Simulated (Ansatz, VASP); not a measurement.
**Cross-check of Si6SnGe57 (Si0.096Ge0.882Sn0.022, diamond-type random alloy) between VASP and Ansatz**

Wanted: the spread between two codes on one cell, functional and k mesh. The cell is invented: As first built, before any earlier steps moved the atoms (in the runner's words): 2x2x2 conventional cells of the Ge type (64 atoms: 6 Si, 57 Ge, 1 Sn); Ge/Si/Sn share their sites, one random draw; start lattice by linear mixing of the end members' cells; atoms moved at random by 0.02 A. It may not be a known or stable phase. The structure shown is the end of the Ansatz relaxation below.

Main program and level: Ansatz 0.2.0; plane waves, with VASP 6.6.1 beside it; single point at PBE.

## (1) The starting structure

The cell holds 64 atoms: 6 Si, 57 Ge and 1 Sn. Cell: a = 11.480 Å, b = 11.485 Å, c = 11.481 Å, α = 90.0°, β = 90.0°, γ = 90.0°. It derives from Ge (Ge type, space group 227), repeated 2×2×2. As first built, before any earlier steps moved the atoms (in the runner's words): 2x2x2 conventional cells of the Ge type (64 atoms: 6 Si, 57 Ge, 1 Sn); Ge/Si/Sn share their sites, one random draw; start lattice by linear mixing of the end members' cells; atoms moved at random by 0.02 A.

## (2) Ansatz: relaxation, PBE

Ansatz runs on its default PAW (the set named soft_2) files.

This run makes the geometry at which the two programs are then compared.

input.yaml reads:

```yaml
crystal:
  lattice:
    - [11.30694, 0.0, 0.0]
    - [0.0, 11.30694, 0.0]
    - [0.0, 0.0, 11.30694]
  atoms:
    - { symbol: Si, position: [0.12511, 0.37283, 0.62513] }
    - { symbol: Si, position: [0.3774, 0.37226, 0.87652] }
    - { symbol: Si, position: [0.87521, 0.37387, 0.37854] }
    - { symbol: Si, position: [0.62635, 0.37288, 0.62513] }
    - { symbol: Si, position: [0.50102, 0.24967, 0.50121] }
    - { symbol: Si, position: [0.74988, 0.50118, 0.50254] }
    - { symbol: Ge, position: [0.9988, 0.00036, 0.24918] }
    - { symbol: Ge, position: [0.12523, 0.3729, 0.12398] }
    - { symbol: Ge, position: [0.99965, 0.25159, 0.00203] }
    - { symbol: Ge, position: [0.12266, 0.12359, 0.37614] }
    - { symbol: Ge, position: [0.24648, 0.99918, 0.99983] }
    - { symbol: Ge, position: [0.37722, 0.37622, 0.37442] }
    - { symbol: Ge, position: [0.24935, 0.24956, 0.25269] }
    - { symbol: Ge, position: [0.37424, 0.12446, 0.12562] }
    - { symbol: Ge, position: [0.99979, 0.99965, 0.74803] }
    - { symbol: Ge, position: [0.99998, 0.24922, 0.50206] }
    - { symbol: Ge, position: [0.12616, 0.12496, 0.87618] }
    - { symbol: Ge, position: [0.2494, 0.00186, 0.49999] }
    - { symbol: Ge, position: [0.25103, 0.24772, 0.75061] }
    - { symbol: Ge, position: [0.37201, 0.1214, 0.62446] }
    - { symbol: Ge, position: [0.99841, 0.50029, 0.25397] }
    - { symbol: Ge, position: [0.12353, 0.8739, 0.12536] }
    - { symbol: Ge, position: [0.00087, 0.74969, 0.99964] }
    - { symbol: Ge, position: [0.12624, 0.62592, 0.37317] }
    - { symbol: Ge, position: [0.24986, 0.50006, 0.99813] }
    - { symbol: Ge, position: [0.37546, 0.87348, 0.37672] }
    - { symbol: Ge, position: [0.25034, 0.75016, 0.24895] }
    - { symbol: Ge, position: [0.37479, 0.62147, 0.123] }
    - { symbol: Ge, position: [0.00064, 0.49623, 0.7515] }
    - { symbol: Ge, position: [0.99691, 0.75134, 0.4985] }
    - { symbol: Ge, position: [0.12638, 0.62523, 0.87228] }
    - { symbol: Ge, position: [0.25221, 0.50255, 0.49988] }
    - { symbol: Ge, position: [0.37452, 0.87472, 0.87328] }
    - { symbol: Ge, position: [0.25194, 0.74904, 0.74991] }
    - { symbol: Ge, position: [0.3736, 0.62389, 0.62274] }
    - { symbol: Ge, position: [0.50222, 0.99973, 0.25171] }
    - { symbol: Ge, position: [0.62502, 0.37377, 0.12442] }
    - { symbol: Ge, position: [0.49901, 0.25001, 0.99934] }
    - { symbol: Ge, position: [0.62447, 0.12256, 0.37357] }
    - { symbol: Ge, position: [0.75293, 0.99881, 0.99814] }
    - { symbol: Ge, position: [0.7506, 0.25249, 0.24743] }
    - { symbol: Ge, position: [0.87463, 0.12388, 0.12189] }
    - { symbol: Ge, position: [0.5013, 0.99996, 0.75013] }
    - { symbol: Ge, position: [0.62367, 0.1258, 0.87405] }
    - { symbol: Ge, position: [0.74975, 0.99804, 0.49785] }
    - { symbol: Ge, position: [0.87736, 0.3741, 0.87552] }
    - { symbol: Ge, position: [0.74994, 0.24922, 0.7491] }
    - { symbol: Ge, position: [0.87611, 0.12447, 0.62473] }
    - { symbol: Ge, position: [0.50004, 0.50208, 0.2512] }
    - { symbol: Ge, position: [0.62568, 0.874, 0.12256] }
    - { symbol: Ge, position: [0.50168, 0.75171, 0.99975] }
    - { symbol: Ge, position: [0.62596, 0.62638, 0.37647] }
    - { symbol: Ge, position: [0.75163, 0.49919, 0.00268] }
    - { symbol: Ge, position: [0.87279, 0.87652, 0.37587] }
    - { symbol: Ge, position: [0.75155, 0.75332, 0.25263] }
    - { symbol: Ge, position: [0.87297, 0.62201, 0.12644] }
    - { symbol: Ge, position: [0.4982, 0.49998, 0.75149] }
    - { symbol: Ge, position: [0.62209, 0.87127, 0.62546] }
    - { symbol: Ge, position: [0.50008, 0.74957, 0.50007] }
    - { symbol: Ge, position: [0.62348, 0.62232, 0.87471] }
    - { symbol: Ge, position: [0.87328, 0.87209, 0.87589] }
    - { symbol: Ge, position: [0.74989, 0.75072, 0.74825] }
    - { symbol: Ge, position: [0.87384, 0.62323, 0.62343] }
    - { symbol: Sn, position: [0.12535, 0.87362, 0.62563] }
kpoints:
  mp_grid: { grid: [2, 2, 2], shift: [0.5, 0.5, 0.5] }
hamiltonian:
  xc: pbe
scf:
  occupations: { method: fermi_dirac, width: 0.01 }
output:
  forces: true
  stress: true
relax:
  f_tol: 0.02
  max_steps: 45
  cell: { stress_tol: 0.1 }
```

Run with:

```bash
$ ansatz run input.yaml --threads 32 --pin off --max-ram 143360MiB --backend cuda --events-out ev --progress --plain --runs-dir out
```

Numbers of over 12 decimals in the logs are rounded to 6 here.

Log:

```text
Engine: ansatz 0.2.0, aarch64-unknown-linux-gnu
Pseudopotentials: kind: paw
Pseudopotential: Si, paw, valence charge 4, recommended cutoff 420 eV (normal), Si.paw.azcp
Pseudopotential: Ge, paw, valence charge 14, recommended cutoff 420 eV (normal), Ge.paw.azcp
Pseudopotential: Sn, paw, valence charge 14, recommended cutoff 420 eV (normal), Sn.paw.azcp
device memory: the entry about to start is reckoned to put 19.3 GiB on a device that reports 182.5 GiB free
GPU FFT provider: cuFFT
GPU libraries: cuBLAS 13.8.1, cuFFT 12.4.0, cuSOLVER 12.3.2
GPU matrix products: emulated (plane waves: as basis.precision tells), large ones in fixed point in workspaces of 1.00 GiB
Crystal: 64 atoms, lattice volume = 1445.557 Å³
Basis set: ecut = 420 eV, 28257 PW (Γ), exchange–correlation on 160×160×160 points (8 copies of the dense FFT grid, shifted against one another)
Bands: 502, of which v1, the nominal top of the filled ones, is band 418 counted from 1 (417 counted from 0)
k-points: 4 of 8 (time reversal used)
GPU buffer pool allocated for 512000 grid points (all kernels)
GPU transforms: local potential and band sums: pruned to the plane-wave sphere, on 75×75×75
relax step   1: F+E_penalty+E_count = -254650.54577899 eV  Δ(F+E_penalty+E_count) = +0.000e0 eV  max|allowed force component| = 1.434e0 eV/Å  Δτ_max = 0.0000 Å  P = +3.413 GPa  Ω = 1445.557 Å³  (9 SCF iters, dr2 threshold 1.00e-7 eV, accepted)
[...]
relax step   2: F+E_penalty+E_count = -254652.09123721 eV  Δ(F+E_penalty+E_count) = -1.545e0 eV  max|allowed force component| = 3.116e-1 eV/Å  Δτ_max = 0.1990 Å  P = +0.175 GPa  Ω = 1509.736 Å³  energy of the carried Pulay correction = -1.047e-2 eV  (8 SCF iters, dr2 threshold 6.40e-6 eV, accepted)
[...]
relax step   3: F+E_penalty+E_count = -254652.19317723 eV  Δ(F+E_penalty+E_count) = -1.019e-1 eV  max|allowed force component| = 1.989e-1 eV/Å  Δτ_max = 0.0875 Å  P = +0.089 GPa  Ω = 1512.139 Å³  energy of the carried Pulay correction = -1.085e-2 eV  (6 SCF iters, dr2 threshold 6.07e-6 eV, accepted)
[...]
relax step   4: F+E_penalty+E_count = -254652.21667193 eV  Δ(F+E_penalty+E_count) = -2.349e-2 eV  max|allowed force component| = 1.778e-2 eV/Å  Δτ_max = 0.0316 Å  P = +0.005 GPa  Ω = 1513.872 Å³  energy of the carried Pulay correction = -1.113e-2 eV  (6 SCF iters, dr2 threshold 2.47e-6 eV, accepted)
[...]
relax step   5: F+E_penalty+E_count = -254652.22790562 eV  Δ(F+E_penalty+E_count) = -1.123e-2 eV  max|allowed force component| = 1.780e-2 eV/Å  Δτ_max = 0.0000 Å  P = +0.010 GPa  Ω = 1513.872 Å³  stress off target by 2.67e-2 GPa  SCF on the basis re-selected at this cell (its energy is not comparable with the rows above)  (9 SCF iters)
basis re-selected at this cell: Δ(F+E_penalty+E_count) = -1.123e-2 eV, ΔP = +0.005 GPa vs the last step (what re-selecting the basis moved, of the pressure what is left beyond the Pulay correction that the steps carried, after the strain that the cell walked since its last selection, with what the two solves' SCF thresholds leave and, on support functions, any second-order correction that the steps lacked; it is no m [...]
SCF converged after 9 iterations
Free energy (F): -254652.227906 eV
Internal energy: -254652.227906 eV  (E = F + TS)
E sigma→0 (E₀):  -254652.227906 eV
Fermi energy:    7.754180 eV
--- Forces (eV/Å), atoms counted from 1 ---
  max |Σ_I F_I| component: 9.28e-7 eV/Å
--- Stress (GPa, compression-positive) ---
        0.017735      -0.003362      -0.010709
       -0.003362      -0.000717       0.001503
       -0.010709       0.001503       0.012610
  P = ⅓ Tr σ = 0.0099 GPa (0.099 kbar)
--- Band table (eV) ---
--- Relaxed structure (4 steps of the walk, 4 accepted, 1 SCFs on fresh bases) ---
  F+E_penalty+E_count = -254652.22790562 eV   max|allowed force component| = 1.780e-2 eV/Å   (the final SCF, on the basis selected at the relaxed cell)
  cell:  # Å, volume = 1513.8716 Å³
    - [11.480314, -2.5977766715361283e-7, 0.000919067]
    - [-2.5977766715361283e-7, 11.485413, -0.000548397]
    - [0.000919067, -0.000548397, 11.481237]
  atoms:
    [... one line an atom ...]
```

## (3) VASP: single point, PBE

The same cell, functional, mesh and smearing now go to VASP, with its own data sets.

Lines of VASP's logs that name or quote its potential files are left out, and so is its time.

INCAR reads:

```
SYSTEM = Si6SnGe57
PREC = Accurate
ENCUT = 410
EDIFF = 1E-06
NELM = 120
ISMEAR = -1
SIGMA = 0.01
LREAL = Auto
ALGO = Normal
GGA = PE
NBANDS = 488
LORBIT = 11
LWAVE = .FALSE.
LCHARG = .FALSE.
ISIF = 2
ISYM = 0
LASPH = .TRUE.
GGA_COMPAT = .FALSE.
EFERMI = MIDGAP
KPAR = 4
```

POSCAR reads:

```
Si6SnGe57
1.0
   11.4803140000      0.0000000000      0.0009190000
    0.0000000000     11.4854130000     -0.0005480000
    0.0009190000     -0.0005480000     11.4812370000
Si Ge Sn
6 57 1
Direct
    0.1249100000      0.3745900000      0.6250700000
    0.3754300000      0.3743300000      0.8733000000
    0.8725800000      0.3764200000      0.3787200000
    0.6249900000      0.3743100000      0.6204200000
    0.5039200000      0.2533500000      0.5021300000
    0.7478700000      0.4931100000      0.5000000000
    0.0001800000      0.9998300000      0.2505900000
    0.1248200000      0.3743500000      0.1257400000
    0.9995300000      0.2504200000      0.0006600000
    0.1244900000      0.1283400000      0.3738400000
    0.2497500000      0.9997600000      0.9996300000
    0.3774400000      0.3724600000      0.3787700000
    0.2512100000      0.2507000000      0.2500100000
    0.3749300000      0.1251800000      0.1242400000
    0.9934200000      0.0070000000      0.7561200000
    0.9996400000      0.2547200000      0.5006400000
    0.1258800000      0.1279300000      0.8758400000
    0.2570500000      0.0076700000      0.4941000000
    0.2504300000      0.2543000000      0.7488000000
    0.3796800000      0.1311700000      0.6229900000
    0.9968300000      0.4959400000      0.2522700000
    0.1248800000      0.8744200000      0.1249900000
    0.0003400000      0.7483400000      0.0000400000
    0.1242900000      0.6208900000      0.3737500000
    0.2524500000      0.4959100000      0.9987000000
    0.3773200000      0.8744400000      0.3733000000
    0.2496100000      0.7485300000      0.2500500000
    0.3753700000      0.6232000000      0.1252100000
    0.0017900000      0.4972000000      0.7469300000
    0.9923500000      0.7418400000      0.4937300000
    0.1257900000      0.6211300000      0.8759800000
    0.2480800000      0.4965400000      0.5025200000
    0.3771100000      0.8746300000      0.8767100000
    0.2568100000      0.7428300000      0.7563100000
    0.3767800000      0.6202900000      0.6259800000
    0.5013000000      0.0013500000      0.2498000000
    0.6250900000      0.3744000000      0.1250900000
    0.4976000000      0.2517800000      0.9975300000
    0.6234900000      0.1282100000      0.3780200000
    0.7484900000      0.0006000000      0.0010200000
    0.7516500000      0.2523600000      0.2537400000
    0.8746500000      0.1254700000      0.1264800000
    0.4996800000      0.0005200000      0.7491300000
    0.6241800000      0.1262400000      0.8738200000
    0.7496400000      0.0003900000      0.5000500000
    0.8747500000      0.3746100000      0.8732700000
    0.7460500000      0.2534100000      0.7464200000
    0.8729200000      0.1284200000      0.6247000000
    0.5003800000      0.4987100000      0.2517000000
    0.6249000000      0.8745500000      0.1257800000
    0.5010900000      0.7489000000      0.0008200000
    0.6276800000      0.6207900000      0.3779000000
    0.7502100000      0.4994600000      0.9995500000
    0.8726000000      0.8744400000      0.3731500000
    0.7489000000      0.7482800000      0.2499400000
    0.8749800000      0.6234900000      0.1256700000
    0.5018800000      0.4931000000      0.7484100000
    0.6250300000      0.8743500000      0.6251000000
    0.5005800000      0.7476900000      0.5006300000
    0.6244200000      0.6227800000      0.8738200000
    0.8729300000      0.8743000000      0.8767000000
    0.7501100000      0.7476400000      0.7487900000
    0.8702700000      0.6174500000      0.6216900000
    0.1247700000      0.8744400000      0.6249200000
```

KPOINTS reads:

```
Points of the shifted mesh
8
Reciprocal
 0.2500000000  0.2500000000  0.2500000000 1
 0.2500000000  0.2500000000  0.7500000000 1
 0.2500000000  0.7500000000  0.2500000000 1
 0.2500000000  0.7500000000  0.7500000000 1
 0.7500000000  0.2500000000  0.2500000000 1
 0.7500000000  0.2500000000  0.7500000000 1
 0.7500000000  0.7500000000  0.2500000000 1
 0.7500000000  0.7500000000  0.7500000000 1
```

The projector-augmented-wave data sets are Si, Ge_d and Sn_d (PBE family, release 64).

Run with:

```bash
$ mpirun -np 8 vasp_std
```

Log:

```text
[banner, memory and clock lines left out]
running    8 mpi-ranks, on    1 nodes
[...]
|                                                                             |
|           W    W    AA    RRRRR   N    N  II  N    N   GGGG   !!!           |
|           W    W   A  A   R    R  NN   N  II  NN   N  G    G  !!!           |
|           W    W  A    A  R    R  N N  N  II  N N  N  G       !!!           |
|           W WW W  AAAAAA  RRRRR   N  N N  II  N  N N  G  GGG   !            |
|           WW  WW  A    A  R   R   N   NN  II  N   NN  G    G                |
|           W    W  A    A  R    R  N    N  II  N    N   GGGG   !!!           |
|                                                                             |
|     For optimal performance we recommend to set                             |
|       NCORE = 2 up to number-of-cores-per-socket                            |
|     NCORE specifies how many cores store one orbital (NPAR=cpu/NCORE).      |
|     This setting can greatly improve the performance of VASP for DFT.       |
|     The default, NCORE=1 might be grossly inefficient on modern             |
|     multi-core architectures or massively parallel machines. Do your        |
|     Unfortunately you need to use the default for GW and RPA                |
|     calculations (for HF NCORE is supported but not extensively tested      |
|     yet).                                                                   |
|                                                                             |

 LDA part: xc-table for (Slater+PW92), standard interpolation
 POSCAR, INCAR and KPOINTS ok, starting setup
[...]
entering main loop
       N       E                     dE             d eps       ncg     rms          rms(c)
DAV:   1     0.139468798866E+05    0.13947E+05   -0.27985E+05  8144   0.402E+03
DAV:   2     0.293167707566E+04   -0.11015E+05   -0.10718E+05  7808   0.961E+02
DAV:   3     0.182544899609E+03   -0.27491E+04   -0.26098E+04  7984   0.279E+02
DAV:   4    -0.263171130924E+03   -0.44572E+03   -0.42231E+03  8832   0.111E+02
[...]
DAV:  15    -0.293043460695E+03   -0.79682E-05   -0.66508E-05  9864   0.324E-02    0.419E-03
DAV:  16    -0.293043463058E+03   -0.23638E-05   -0.20170E-05  7304   0.373E-02    0.254E-03
DAV:  17    -0.293043463678E+03   -0.61939E-06   -0.27666E-06  5912   0.176E-02
   1 F= -.29304346E+03 E0= -.29304346E+03  d E =-.158573E-11
```

From OUTCAR (step 3):

```text
  Total       -3.2684161     -3.4382693     -3.3144476     -0.0268603      0.0173806     -0.1043453
  in kB       -3.4590661     -3.6388270     -3.5077826     -0.0284271      0.0183944     -0.1104319
  external PRESSURE =      -3.5352253 kB  Pullay stress =       0.0000000 kB

 POSITION                                       TOTAL-FORCE (eV/Angst)
 -----------------------------------------------------------------------------------
      1.43458      4.30198      7.17649         0.001880     -0.002675     -0.001281
      4.31086      4.29886     10.02670        -0.001404     -0.001337     -0.000299
     10.01784      4.32313      4.34877        -0.002732     -0.008966     -0.007361
      7.17565      4.29876      7.12356        -0.006045     -0.006554      0.002169
      5.78562      2.90955      5.76540         0.004382      0.006387      0.005355
      8.58624      5.66330      5.74104         0.001561      0.002802      0.006944
      0.00230     11.48332      2.87654        -0.003594     -0.002678      0.001253
      1.43309      4.29950      1.44356         0.007923     -0.000248      0.000746
     11.47492      2.87618      0.00836         0.009599      0.004740      0.005522
      1.42953      1.47383      4.29219         0.003048     -0.005625     -0.000790
      2.86813     11.48211     11.47667         0.007228     -0.002111      0.002176
      4.33348      4.27765      4.34889        -0.000935     -0.006597     -0.003627
      2.88420      2.87926      2.87052        -0.009571      0.001548      0.002720
      4.30443      1.43768      1.42670         0.001548      0.005913     -0.004985
[...]
-----------------------------------------------------------------------------------
    total drift:                                0.002566     -0.021476      0.004662

  FREE ENERGIE OF THE ION-ELECTRON SYSTEM (eV)
  ---------------------------------------------------
  free  energy   TOTEN  =      -293.0434636777 eV

  energy  without entropy=     -293.0434636777  energy(sigma->0) =     -293.04346368

[... 2 further parts left out ...]
```

The run ends at a pressure of -0.35 GPa, with forces up to 0.019 eV/Å.

## (4) Differences

Known differences besides the potentials themselves: the cutoff is 420 eV in Ansatz and 410 eV in VASP (PREC = Accurate, projectors in real space). Total energies have different zeros and are not compared.

The two programs side by side:

| quantity | Ansatz | VASP | difference |
| --- | --- | --- | --- |
| gap on the k mesh (eV) | 0.541 | 0.544 | -0.003 |

A gap on the mesh is an upper bound, since the band edges may lie between its points.

## (5) Outcome

* difference in gap on the k mesh (single point, PBE): -0.0030 eV

In words: The difference in gap on the k mesh is -0.0030 eV (single point, PBE), within the 0.08 eV picked in this series as the mark of a large difference. How closely two codes agree says nothing of how well the functional describes the real material.

[Lines on the potential files, build, host, timing and source positions are cut from VASP's logs without a mark.]

[Logs are printed without paths, hosts, clocks, repeated set-up lines and the standing remarks that a program may print on its own settings, such as how far it seeks lower states.]

[Hosts, paths, dates, database ids (printed as entryN), source tags and the programs' standing remarks are cut or masked in the printed files.]
